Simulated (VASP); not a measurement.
Computed with PBEsol GGA, VASP's PBE PAW potentials (set 64) (plane waves; VASP 6.6.1).

A VASP calculation is set up with these files.

**KPOINTS**
```
K-points
0
Gamma
 1 1 1
```

### INCAR
```
ALGO=Normal
EDIFF=1E-6
ENCUT=300
GGA=PS
ISIF=2
ISMEAR=0
LASPH=.TRUE.
LCHARG=.FALSE.
LMAXMIX=6
LREAL=.FALSE.
LWAVE=.FALSE.
NELM=100
PREC=Accurate
SIGMA=0.1
SYSTEM=LaSi3Ir
```

### POSCAR
```
LaSi3Ir
1.0
 -2.1679220000   2.1679220000   4.9928000000
  2.1679220000  -2.1679220000   4.9928000000
  2.1679220000   2.1679220000  -4.9928000000
La Si Ir
1 3 1
Cartesian
  0.0000000000  -0.0000000000   0.0145789760
  2.1679220000   0.0000000000   2.3750749600
  0.0000000000   2.1679220000   2.3750749600
  0.0000000000  -0.0000000000   5.8661405760
 -0.0000000000   0.0000000000   3.4538193280
```

POTCAR, in this order: La Si Ir (PBE.64 set). Program: vasp_std.

Output

**OSZICAR**
```
       N       E                     dE             d eps       ncg     rms          rms(c)
DAV:   1     0.213677335659E+03    0.21368E+03   -0.86374E+03    40   0.125E+03
DAV:   2     0.112080373522E+02   -0.20247E+03   -0.19090E+03    48   0.274E+02
DAV:   3    -0.298286644708E+02   -0.41037E+02   -0.39268E+02    56   0.109E+02
DAV:   4    -0.343931118474E+02   -0.45644E+01   -0.39263E+01    80   0.373E+01
DAV:   5    -0.349233962853E+02   -0.53028E+00   -0.43839E+00    64   0.116E+01    0.161E+01
DAV:   6    -0.338977685103E+02    0.10256E+01   -0.13230E+01    80   0.272E+01    0.524E+00
DAV:   7    -0.336028983459E+02    0.29487E+00   -0.29732E+00    80   0.159E+01    0.444E+00
DAV:   8    -0.335174137266E+02    0.85485E-01   -0.29178E-01    64   0.467E+00    0.779E-01
DAV:   9    -0.335125843100E+02    0.48294E-02   -0.53501E-02    72   0.223E+00    0.381E-01
DAV:  10    -0.335123021712E+02    0.28214E-03   -0.29886E-03    72   0.416E-01    0.198E-01
DAV:  11    -0.335124444255E+02   -0.14225E-03   -0.13182E-03    72   0.267E-01    0.492E-02
DAV:  12    -0.335124375783E+02    0.68471E-05   -0.16015E-04    72   0.972E-02    0.220E-02
DAV:  13    -0.335124445400E+02   -0.69617E-05   -0.23115E-05    64   0.364E-02    0.105E-02
DAV:  14    -0.335124459871E+02   -0.14471E-05   -0.63357E-06    56   0.193E-02    0.448E-03
DAV:  15    -0.335124464100E+02   -0.42290E-06   -0.15345E-06    40   0.904E-03
   1 F= -.33512446E+02 E0= -.33456027E+02  d E =-.112838E+00
```

### OUTCAR
```
------------------------ aborting loop because EDIFF is reached ----------------------------------------
  FORCE on cell =-STRESS in cart. coord.  units (eV):
  Direction    XX          YY          ZZ          XY          YZ          ZX
  --------------------------------------------------------------------------------------
  Total       -1.3367683     -1.3367683     -9.2635606      0.0000000      0.0000000      0.0000000
  in kB      -22.8178779    -22.8178779   -158.1237341      0.0000000      0.0000000      0.0000000
  external PRESSURE =     -67.9198300 kB  Pullay stress =       0.0000000 kB
  volume of cell :       93.86
      direct lattice vectors                 reciprocal lattice vectors
    -2.167922000  2.167922000  4.992800000     0.000000000  0.230635604  0.100144208
     2.167922000 -2.167922000  4.992800000     0.230635604  0.000000000  0.100144208
     2.167922000  2.167922000 -4.992800000     0.230635604  0.230635604  0.000000000
 POSITION                                       TOTAL-FORCE (eV/Angst)
 -----------------------------------------------------------------------------------
      0.00000      0.00000      0.01458         0.000000      0.000000      0.905140
      2.16792      0.00000      2.37507         0.000000      0.000000     -1.797220
      0.00000      2.16792      2.37507        -0.000000     -0.000000     -1.797220
      0.00000      0.00000      5.86614        -0.000000     -0.000000     -0.073647
      0.00000      0.00000      3.45382         0.000000      0.000000      2.762946
 -----------------------------------------------------------------------------------
    total drift:                               -0.000001     -0.000001     -0.000380
  FREE ENERGIE OF THE ION-ELECTRON SYSTEM (eV)
  ---------------------------------------------------
  free  energy   TOTEN  =       -33.5124464100 eV

  energy  without entropy=      -33.3996084933  energy(sigma->0) =      -33.45602745
```
(Selected blocks of OUTCAR.)

At this cut-off the stress carries a Pulay error, which pulls relaxed volumes low.

The structure comes from a computed database's LaSi3Ir entry (I4mm); how it stands against other phases isn't given here. The cell was not relaxed at this level. The k-mesh is coarse (spacing up to 2.05 per Å, 2π included), so the numbers may not be converged in it. The run is one of a series of settings (KPOINTS 1×1×1 Γ-centred mesh against the base run), some of them coarse on purpose.
